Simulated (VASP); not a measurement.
Energy against volume of Al (fcc). Level of theory: rev-vdW-DF2, VASP's PBE PAW potentials (set 64) (plane waves; VASP 6.6.1). Numerical set-up: 520 eV cut-off, 15×15×15 Γ-centred mesh, first-order Methfessel-Paxton smearing of 0.10 eV, potentials Al.

| V (Å³/atom) | E (eV/atom) |
|---|---|
| 15.905 | -2.62731 |
| 16.397 | -2.63140 |
| 16.888 | -2.62835 |
| 17.380 | -2.61968 |

Question: Fit these four points and predict the energy of the run at 15.413 Å³/atom.

Answer: A cubic in V^(−2/3), the third-order Birch-Murnaghan form, passes through the four points with V0 = 16.41 Å³/atom and B0 = 77 GPa, and gives -2.6142 eV/atom there. The run gave -2.6146 eV/atom, -0.5 meV/atom from the fit; all five points give B0 = 76 GPa.

The compound is Al in the fcc structure. It was relaxed first.
